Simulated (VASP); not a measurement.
The system is Mg2ZnTeS2.

```
Mg Zn Te S
1.0
     4.28910    0.00000    0.00000
    -2.14455    3.71447    0.00000
     0.00000    0.00000    7.14212
Mg Zn Te S
2 1 1 2
Cartesian
  0.0000 2.4763 1.8861
  2.1445 1.2382 5.2560
  0.0000 0.0000 3.5711
  0.0000 0.0000 0.0000
  0.0000 2.4763 4.7719
  2.1445 1.2382 2.3702
```

The cell was built by a generator and needn't be a form met in nature.

- Program: VASP 6.6.1
- Task: relaxation of cell and atoms
- Functional: PBE
- Potentials or basis: VASP PAW PBE potentials, release 64 (Mg, Zn, Te, S)
- Cutoff: 520 eV
- k mesh: 4 × 4 × 2
- Occupations: gaussian, width 0.15 eV
- Spin: no spin polarisation

At the start: pressure 5.7 GPa; volume 18.96 Å³/atom.

Q: How do energy, volume and symmetry change on relaxing?

A: Over 20 steps the energy falls by 439.4 meV/atom and the volume is 20.20 Å³/atom (+6.5 %); space group P-3m1 (No. 164, to 0.05 Å).

Step by step:
| step | energy change (eV) | largest force (eV/Å) | pressure (GPa) | volume (Å³) |
| --- | --- | --- | --- | --- |
| 1 | 0.0000 | 0.8991 | 5.71 | 113.79 |
| 2 | -0.3643 | 0.7608 | -0.53 | 125.26 |
| 3 | -0.3838 | 0.6861 | -3.91 | 133.69 |
| 4 | -0.3973 | 0.7106 | -3.04 | 130.43 |
| 5 | -0.7948 | 0.8179 | -3.21 | 131.88 |
| 6 | -1.6289 | 0.7524 | -4.72 | 134.10 |
| 7 | -1.0181 | 2.9559 | -2.57 | 134.58 |
| 8 | -1.8408 | 1.1402 | -4.84 | 134.75 |
| 9 | -2.2235 | 1.6624 | -0.15 | 122.95 |
| 10 | -2.2255 | 1.7247 | 0.76 | 121.69 |
| 11 | -2.4655 | 1.0699 | 0.83 | 120.67 |
| 12 | -2.5795 | 0.4803 | 1.04 | 119.67 |
| 13 | -2.5941 | 0.2118 | 1.19 | 119.18 |
| 14 | -2.6256 | 0.1251 | -0.36 | 122.53 |
| 15 | -2.6248 | 0.1112 | -0.76 | 123.28 |
| 16 | -2.6255 | 0.1179 | -0.62 | 122.96 |
| 17 | -2.6342 | 0.0893 | -0.33 | 121.84 |
| 18 | -2.6351 | 0.0902 | 0.27 | 121.45 |
| 19 | -2.6351 | 0.0902 | -0.09 | 121.50 |
| 20 | -2.6363 | 0.0582 | 0.27 | 121.20 |

Final structure:
```
Mg Zn Te S
1.0
     3.82866    0.00000    0.00000
    -1.91433    3.31572    0.00000
     0.00000    0.00000    9.54730
Mg Zn Te S
2 1 1 2
Direct
  0.33333 0.66667 0.20346
  0.66667 0.33333 0.79654
  0.00000 0.00000 0.50000
  0.00000 0.00000 0.00000
  0.33333 0.66667 0.64997
  0.66667 0.33333 0.35003
```

Caveat: the k mesh is coarse (spacing up to 0.44 Å⁻¹), so the values aren't converged.
